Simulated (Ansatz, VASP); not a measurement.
# Hf6O11 (amorphous HfO1.83) in two plane-wave programs

Wanted: the spread between two codes on one cell, functional and k mesh. The structure shown is the start of the Ansatz relaxation below; VASP solves that cell, so the two are compared at the walk's first step.

Method: plane waves, with VASP 6.6.1 beside it; single point at PBE, in Ansatz 0.2.0.

### 1. Starting point

The cell holds 68 atoms: 24 Hf and 44 O. Its edges and angles: a = 9.775 Å, b = 9.775 Å, c = 9.775 Å, α = 90.0°, β = 90.0°, γ = 90.0°. 68 atoms (24 Hf, 44 O) packed at random and pushed apart as soft spheres at 8.87 g/cm^3; MD (Langevin at fixed volume unless said) with the MACE-MP-0b2 small potential (Batatia et al., arXiv:2401.00096), steps of 2 fs: 0.7 ps at 3200 K, 3200 to 1920 K in 0.7 ps, 1920 to 300 K in 2 ps; then atoms relaxed.

### 2. Ansatz: relaxation, PBE

Ansatz runs on its default PAW (the set named soft_2) files.

The two programs are compared at the cell with which this relaxation starts, whose forces are those of its first step.

input.yaml

```yaml
crystal:
  lattice:
    - [9.77481, 0.0, 0.0]
    - [0.0, 9.77481, 0.0]
    - [0.0, 0.0, 9.77481]
  atoms:
    - { symbol: Hf, position: [0.72413, 0.15689, 0.54762] }
    - { symbol: Hf, position: [0.27624, 0.35051, 0.5251] }
    - { symbol: Hf, position: [0.34736, 0.17668, 0.86949] }
    - { symbol: Hf, position: [0.94362, 0.44668, 0.59091] }
    - { symbol: Hf, position: [0.97922, 0.84965, 0.54227] }
    - { symbol: Hf, position: [0.9495, 0.16689, 0.81134] }
    - { symbol: Hf, position: [0.65644, 0.19044, 0.94293] }
    - { symbol: Hf, position: [0.30053, 0.63444, 0.6726] }
    - { symbol: Hf, position: [0.59963, 0.5106, 0.79778] }
    - { symbol: Hf, position: [0.90234, 0.50981, 0.97513] }
    - { symbol: Hf, position: [0.62472, 0.49905, 0.46311] }
    - { symbol: Hf, position: [0.30919, 0.97715, 0.607] }
    - { symbol: Hf, position: [0.1715, 0.26945, 0.12166] }
    - { symbol: Hf, position: [0.27463, 0.62795, 0.04886] }
    - { symbol: Hf, position: [0.46499, 0.14399, 0.3028] }
    - { symbol: Hf, position: [0.04184, 0.16258, 0.40719] }
    - { symbol: Hf, position: [0.46768, 0.9107, 0.07562] }
    - { symbol: Hf, position: [0.15315, 0.89872, 0.21493] }
    - { symbol: Hf, position: [0.6073, 0.82579, 0.52884] }
    - { symbol: Hf, position: [0.66872, 0.66533, 0.16116] }
    - { symbol: Hf, position: [0.75823, 0.32776, 0.22846] }
    - { symbol: Hf, position: [0.10781, 0.85612, 0.87463] }
    - { symbol: Hf, position: [0.85388, 0.99775, 0.16829] }
    - { symbol: Hf, position: [0.02496, 0.54766, 0.28927] }
    - { symbol: O, position: [0.26378, 0.84977, 0.02833] }
    - { symbol: O, position: [0.84025, 0.15133, 0.3415] }
    - { symbol: O, position: [0.40492, 0.79571, 0.57928] }
    - { symbol: O, position: [0.27958, 0.22546, 0.35295] }
    - { symbol: O, position: [0.63607, 0.70564, 0.37126] }
    - { symbol: O, position: [0.85552, 0.11709, 0.99428] }
    - { symbol: O, position: [0.78313, 0.94186, 0.54411] }
    - { symbol: O, position: [0.00731, 0.90015, 0.05868] }
    - { symbol: O, position: [0.41971, 0.49637, 0.54183] }
    - { symbol: O, position: [0.83315, 0.44443, 0.39877] }
    - { symbol: O, position: [0.96502, 0.89832, 0.33151] }
    - { symbol: O, position: [0.36857, 0.96074, 0.25195] }
    - { symbol: O, position: [0.09294, 0.64475, 0.93577] }
    - { symbol: O, position: [0.71999, 0.61094, 0.93503] }
    - { symbol: O, position: [0.6318, 0.64945, 0.63907] }
    - { symbol: O, position: [0.50888, 0.04068, 0.91774] }
    - { symbol: O, position: [0.67931, 0.8804, 0.13618] }
    - { symbol: O, position: [0.74289, 0.36729, 0.01765] }
    - { symbol: O, position: [0.16299, 0.48191, 0.64303] }
    - { symbol: O, position: [0.93172, 0.39617, 0.80278] }
    - { symbol: O, position: [0.5182, 0.03311, 0.49085] }
    - { symbol: O, position: [0.46976, 0.70214, 0.09877] }
    - { symbol: O, position: [0.0821, 0.37545, 0.42337] }
    - { symbol: O, position: [0.3149, 0.19607, 0.65032] }
    - { symbol: O, position: [0.07403, 0.10752, 0.20839] }
    - { symbol: O, position: [0.26689, 0.98714, 0.80596] }
    - { symbol: O, position: [0.15508, 0.78721, 0.66867] }
    - { symbol: O, position: [0.60355, 0.27674, 0.41188] }
    - { symbol: O, position: [0.63238, 0.15821, 0.16367] }
    - { symbol: O, position: [0.74107, 0.15259, 0.75523] }
    - { symbol: O, position: [0.16416, 0.69707, 0.23443] }
    - { symbol: O, position: [0.98478, 0.97243, 0.74881] }
    - { symbol: O, position: [0.61791, 0.47972, 0.24356] }
    - { symbol: O, position: [0.39838, 0.5931, 0.84459] }
    - { symbol: O, position: [0.21906, 0.46461, 0.15807] }
    - { symbol: O, position: [0.97845, 0.64688, 0.4881] }
    - { symbol: O, position: [0.9392, 0.21929, 0.59] }
    - { symbol: O, position: [0.51002, 0.31891, 0.85358] }
    - { symbol: O, position: [0.13834, 0.21799, 0.92178] }
    - { symbol: O, position: [0.35699, 0.18711, 0.0892] }
    - { symbol: O, position: [0.87531, 0.62249, 0.16484] }
    - { symbol: O, position: [0.71078, 0.40067, 0.63128] }
    - { symbol: O, position: [0.96751, 0.37936, 0.15185] }
    - { symbol: O, position: [0.14079, 0.99706, 0.48858] }
kpoints:
  mp_grid: { grid: [1, 1, 1] }
hamiltonian:
  xc: pbe
scf:
  occupations: { method: fermi_dirac, width: 0.025 }
output:
  forces: true
relax:
  f_tol: 0.04
  max_steps: 250
  cell: {}
```

Run with:

```
$ ansatz run input.yaml --threads 4 --pin off --max-ram 8192MiB --backend cpu --events-out ev --progress --plain --runs-dir out
```

Numbers of over 12 decimals in the logs are rounded to 6 here.

What it wrote:

```text
Engine: ansatz 0.2.0, aarch64-unknown-linux-gnu
Pseudopotentials: kind: paw
Pseudopotential: Hf, paw, valence charge 26, recommended cutoff 420 eV (normal), Hf.paw.azcp
Pseudopotential: O, paw, valence charge 6, recommended cutoff 420 eV (normal), O.paw.azcp
Functional definition: PBE
  parameter kappa = 0.804
  parameter beta = 0.066725
  exchange = pbe_x(kappa = kappa, mu = beta*pi^2/3)
  correlation = pbe_c(beta = beta)
Crystal: 68 atoms, lattice volume = 933.953 Å³
Basis set: ecut = 420 eV, 18277 PW (Γ), exchange–correlation on 144×144×144 points (8 copies of the dense FFT grid, shifted against one another)
Bands: 533, of which v1, the nominal top of the filled ones, is band 444 counted from 1 (443 counted from 0)
Symmetry: 1 space group operations
Space group: P1 (ITA 1), of the structure as read, at distance tolerance 9.8e-5 Å
k-points: 1
Non-local potential: Hf, projectors of the file, l = 0: 3, l = 1: 2, l = 2: 2, l = 3: 3
Non-local potential: O, projectors of the file, l = 0: 2, l = 1: 2, l = 2: 1
PAW form: soft (Blöchl's): semilocal exchange-correlation on the pseudo side does not see the compensation charge
PAW one-centre angular grid: Hf, 590 points (default); XC on 64 Gauss nodes
PAW one-centre angular grid: O, 110 points (default); XC on 64 Gauss nodes
Initial density: superposition of atomic densities (neutral atoms: chi_scale 0, normalization atom), corrected by the library's trained network
Initial wavefunctions: pseudopotential atomic-orbital guess
Functional: x = pbe(κ = 0.804, μ = 0.219515), c = pbe(β = 0.066725)
SCF iter   1: F=—  HF=-402380.324475 eV  |F-HF|=—  |Δ(HF+E_count)|=         —  Δρ=8.18e-3  dr2=2.08e0  ethr=1.77e-3  ⟨swp⟩=4.0  Hψ=1613  notcnv=0  defer=55
preconditioner: auto → LDOS  [metal: Δε(μ)=0.024 eV  Ē_g=17.619 eV  σ=0.025 eV  W_gap=0.24  n_scr=304 (ndim 8)  ℏωp=35.2 eV  f_vac=0.148  D(μ)=42.15/eV (n_scr^D=364)  β→1.0]
SCF iter   2: F=—  HF=-402380.128814 eV  |F-HF|=—  |Δ(HF+E_count)|=   1.96e-1  Δρ=4.98e-3  dr2=2.95e-1  ethr=2.34e-4  ⟨swp⟩=2.0  Hψ=770  notcnv=0  defer=65
SCF iter   3: F=—  HF=-402380.113089 eV  |F-HF|=—  |Δ(HF+E_count)|=   1.57e-2  Δρ=2.79e-3  dr2=1.36e-1  ethr=3.32e-5  ⟨swp⟩=4.0  Hψ=936  notcnv=0  defer=65
SCF iter   4: F=—  HF=-402380.096819 eV  |F-HF|=—  |Δ(HF+E_count)|=   1.63e-2  Δρ=1.16e-3  dr2=4.00e-2  ethr=1.53e-5  ⟨swp⟩=3.0  Hψ=913  notcnv=0  defer=65
SCF iter   5: F=—  HF=-402380.093219 eV  |F-HF|=—  |Δ(HF+E_count)|=   3.60e-3  Δρ=6.37e-4  dr2=8.27e-3  ethr=4.51e-6  ⟨swp⟩=2.0  Hψ=774  notcnv=0  defer=65
SCF iter   6: F=—  HF=-402380.092070 eV  |F-HF|=—  |Δ(HF+E_count)|=   1.15e-3  Δρ=3.30e-4  dr2=2.26e-3  ethr=9.32e-7  ⟨swp⟩=2.0  Hψ=912  notcnv=0  defer=65
SCF iter   7: F=—  HF=-402380.091911 eV  |F-HF|=—  |Δ(HF+E_count)|=   1.59e-4  Δρ=1.84e-4  dr2=6.61e-4  ethr=2.54e-7  ⟨swp⟩=2.0  Hψ=754  notcnv=0  defer=65
SCF iter   8: F=—  HF=-402380.091940 eV  |F-HF|=—  |Δ(HF+E_count)|=   2.90e-5  Δρ=1.12e-4  dr2=2.20e-4  ethr=7.45e-8  ⟨swp⟩=2.0  Hψ=814  notcnv=0  defer=65
SCF iter   9: F=—  HF=-402380.091942 eV  |F-HF|=—  |Δ(HF+E_count)|=   1.82e-6  Δρ=5.97e-5  dr2=5.42e-5  ethr=2.48e-8  ⟨swp⟩=2.0  Hψ=818  notcnv=0  defer=65
SCF iter  10: F=—  HF=-402380.093813 eV  |F-HF|=—  |Δ(HF+E_count)|=   1.87e-3  Δρ=2.82e-5  dr2=1.31e-5  ethr=6.11e-9  ⟨swp⟩=2.0  Hψ=875  notcnv=0  defer=65
SCF iter  11: F=—  HF=-402380.093813 eV  |F-HF|=—  |Δ(HF+E_count)|=   3.59e-7  Δρ=1.52e-5  dr2=4.03e-6  ethr=1.48e-9  ⟨swp⟩=2.0  Hψ=813  notcnv=0  defer=65
SCF iter  12: F=—  HF=-402380.093813 eV  |F-HF|=—  |Δ(HF+E_count)|=   1.67e-7  Δρ=7.48e-6  dr2=1.11e-6  ethr=4.54e-10  ⟨swp⟩=2.0  Hψ=803  notcnv=0  defer=65
SCF iter  13: F=—  HF=-402380.093813 eV  |F-HF|=—  |Δ(HF+E_count)|=   7.88e-8  Δρ=4.04e-6  dr2=3.25e-7  ethr=1.25e-10  ⟨swp⟩=2.0  Hψ=756  notcnv=0  defer=65
SCF iter  14: F=—  HF=-402380.093813 eV  |F-HF|=—  |Δ(HF+E_count)|=   2.44e-9  Δρ=2.21e-6  dr2=1.05e-7  ethr=1.13e-11  ⟨swp⟩=4.0  Hψ=1845  notcnv=0
SCF iter  15: F=-402380.093813 eV  HF=-402380.093813 eV  |F-HF|=2.71e-8  |Δ(HF+E_count)|=   2.56e-9  Δρ=1.31e-6  dr2=3.33e-8  ethr=1.13e-11  ⟨swp⟩=4.0  Hψ=1595  notcnv=0
SCF 1 converged in 15 iterations: F = -402380.093813 eV  dr2 = 3.33e-8
  greatest PAW one-centre occupation: 0.999 electrons in one spin orbital (limit 2), on the Hf atom at site 19 (counted from 0), in its partial waves of l = 0
relax step   1: F+E_penalty+E_count = -402380.09381284 eV  Δ(F+E_penalty+E_count) = +0.000e0 eV  max|allowed force component| = 1.043e0 eV/Å  Δτ_max = 0.0000 Å  P = -0.193 GPa  Ω = 933.953 Å³  (15 SCF iters, dr2 threshold 1.00e-7 eV, accepted)
Crystal: 68 atoms, lattice volume = 922.577 Å³
Basis set: ecut = 420 eV, 18033 PW (Γ), exchange–correlation on 144×144×144 points (8 copies of the dense FFT grid, shifted against one another)
Initial density: handed on by an earlier stage of this run
Initial wavefunctions: those handed on with the density
[...]
atom  21  Hf    -0.00858019     0.00661453     0.00867260
  atom  22  Hf    -0.00686804    -0.00359346     0.00293037
  atom  23  Hf    -0.00458609     0.01041136     0.00690772
  atom  24  Hf    -0.01011547    -0.00636578     0.00627309
  atom  25  O     -0.00399209    -0.00602186     0.00258852
  atom  26  O      0.00659790    -0.00481991    -0.00374654
  atom  27  O     -0.00300984    -0.00089322     0.00055497
  atom  28  O      0.00389100    -0.00269395    -0.00391268
  atom  29  O     -0.00171521    -0.00208191     0.00541106
  atom  30  O      0.00402906     0.00494092     0.00206565
  atom  31  O     -0.00039840    -0.00400913     0.00137250
  atom  32  O      0.00556313     0.00057296     0.00156509
  atom  33  O     -0.00888051     0.00617949    -0.00177622
  atom  34  O      0.00518312    -0.00257547    -0.00339302
  atom  35  O     -0.00084888    -0.00335876     0.00092327
  atom  36  O     -0.00330985    -0.00405373     0.00134814
  atom  37  O      0.01447145     0.00966633     0.00439097
  atom  38  O     -0.00371255     0.00816712     0.00581099
  atom  39  O     -0.00063165     0.00428168    -0.00229821
  atom  40  O      0.00119667     0.00180100    -0.00138597
  atom  41  O     -0.00150630    -0.00513958    -0.00561963
  atom  42  O      0.00358370     0.00840240    -0.00520843
  atom  43  O     -0.00221561    -0.00938019     0.00301086
  atom  44  O     -0.00330911     0.00480283     0.00788842
[...]
atom  61  O      0.00390138     0.00343782     0.00389737
  atom  62  O      0.00286329     0.00415464    -0.00135239
  atom  63  O      0.00220234     0.00317789    -0.00250283
  atom  64  O      0.00560458    -0.00537046     0.00254297
  atom  65  O     -0.00225552    -0.00140324    -0.00219415
  atom  66  O      0.00580961     0.00520722    -0.00042893
  atom  67  O     -0.00872929    -0.00582263    -0.00168671
  atom  68  O     -0.00185456     0.00416417     0.00502762
  max |Σ_I F_I| component: 8.59e-6 eV/Å
--- Stress (GPa, compression-positive) ---
        0.009675      -0.002085       0.001384
       -0.002085      -0.000088       0.013901
        0.001384       0.013901       0.008633
  P = ⅓ Tr σ = 0.0061 GPa (0.061 kbar)
--- Relaxed structure (32 steps of the walk, 27 accepted, 2 SCFs on fresh bases) ---
  F+E_penalty+E_count = -402385.61786072 eV   max|allowed force component| = 1.503e-2 eV/Å   (the final SCF, on the basis selected at the relaxed cell)
  cell:  # Å, volume = 921.5183 Å³
    - [9.671743, -0.187566, 0.064467]
    - [-0.187566, 9.990072, 0.267970]
    - [0.064467, 0.267970, 9.548575]
  atoms:
    - { symbol: Hf, position: [0.717422, 0.122162, 0.536929] }
    - { symbol: Hf, position: [0.269750, 0.359956, 0.562207] }
    - { symbol: Hf, position: [0.364146, 0.170439, 0.877584] }
    - { symbol: Hf, position: [0.911042, 0.460063, 0.598928] }
    - { symbol: Hf, position: [0.966614, 0.833390, 0.547625] }
    - { symbol: Hf, position: [0.969173, 0.161959, 0.778061] }
    - { symbol: Hf, position: [0.681825, 0.197165, 0.942232] }
    - { symbol: Hf, position: [0.309998, 0.676114, 0.700218] }
    - { symbol: Hf, position: [0.595310, 0.520932, 0.797914] }
    - { symbol: Hf, position: [0.906531, 0.530325, 0.925940] }
    - { symbol: Hf, position: [0.605420, 0.494178, 0.444301] }
    - { symbol: Hf, position: [0.295759, 1.035721, 0.579560] }
    - { symbol: Hf, position: [0.155034, 0.270231, 0.101287] }
    - { symbol: Hf, position: [0.283712, 0.646298, 0.033380] }
    - { symbol: Hf, position: [0.464229, 0.153136, 0.296281] }
    - { symbol: Hf, position: [0.050255, 0.184336, 0.415007] }
    - { symbol: Hf, position: [0.488436, 0.906062, 0.117399] }
    - { symbol: Hf, position: [0.149588, 0.893207, 0.229957] }
    - { symbol: Hf, position: [0.566886, 0.833465, 0.488181] }
    - { symbol: Hf, position: [0.685365, 0.656221, 0.150295] }
    - { symbol: Hf, position: [0.770938, 0.323927, 0.233815] }
    - { symbol: Hf, position: [0.121383, 0.855700, 0.871323] }
    - { symbol: Hf, position: [0.860850, 0.990940, 0.169747] }
    - { symbol: Hf, position: [0.031748, 0.539452, 0.291411] }
    - { symbol: O, position: [0.272401, 0.859423, 0.044370] }
    - { symbol: O, position: [0.840961, 0.126197, 0.345428] }
    - { symbol: O, position: [0.366709, 0.835622, 0.556385] }
    - { symbol: O, position: [0.280452, 0.199317, 0.402966] }
    - { symbol: O, position: [0.645524, 0.689124, 0.367202] }
    - { symbol: O, position: [0.875083, 0.119347, 0.986736] }
    - { symbol: O, position: [0.752867, 0.915292, 0.549451] }
    - { symbol: O, position: [0.014333, 0.902276, 0.061269] }
    - { symbol: O, position: [0.405980, 0.459962, 0.442954] }
    - { symbol: O, position: [0.826791, 0.448939, 0.394894] }
    - { symbol: O, position: [0.943294, 0.865594, 0.324114] }
    - { symbol: O, position: [0.348435, 0.977059, 0.261617] }
    - { symbol: O, position: [0.072583, 0.655507, 0.943562] }
    - { symbol: O, position: [0.706053, 0.617371, 0.940174] }
    - { symbol: O, position: [0.535682, 0.643402, 0.627465] }
    - { symbol: O, position: [0.513945, 0.048315, 0.949082] }
    - { symbol: O, position: [0.702758, 0.867660, 0.109593] }
    - { symbol: O, position: [0.782316, 0.366716, 0.017234] }
    - { symbol: O, position: [0.216137, 0.499308, 0.684804] }
    - { symbol: O, position: [0.955922, 0.378406, 0.798398] }
    - { symbol: O, position: [0.511710, 0.042882, 0.505150] }
    - { symbol: O, position: [0.474997, 0.705402, 0.122245] }
    - { symbol: O, position: [0.090400, 0.396581, 0.455221] }
    - { symbol: O, position: [0.379217, 0.218107, 0.669794] }
[...]
- { symbol: O, position: [0.907597, 0.227667, 0.574027] }
    - { symbol: O, position: [0.531241, 0.324606, 0.868795] }
    - { symbol: O, position: [0.154130, 0.212141, 0.905197] }
    - { symbol: O, position: [0.353626, 0.220951, 0.104809] }
    - { symbol: O, position: [0.883733, 0.589070, 0.151518] }
    - { symbol: O, position: [0.697435, 0.433637, 0.632191] }
    - { symbol: O, position: [0.988754, 0.330256, 0.228426] }
    - { symbol: O, position: [0.117865, 0.978827, 0.469956] }
```

(Continued in part 2 of 2.)

[Lines on the potential files, build, host, timing and source positions are cut from VASP's logs without a mark.]

[Logs are printed without paths, hosts, clocks, repeated set-up lines and the standing remarks that a program may print on its own settings, such as how far it seeks lower states.]

[Hosts, paths, dates, database ids (printed as entryN), source tags and the programs' standing remarks are cut or masked in the printed files.]
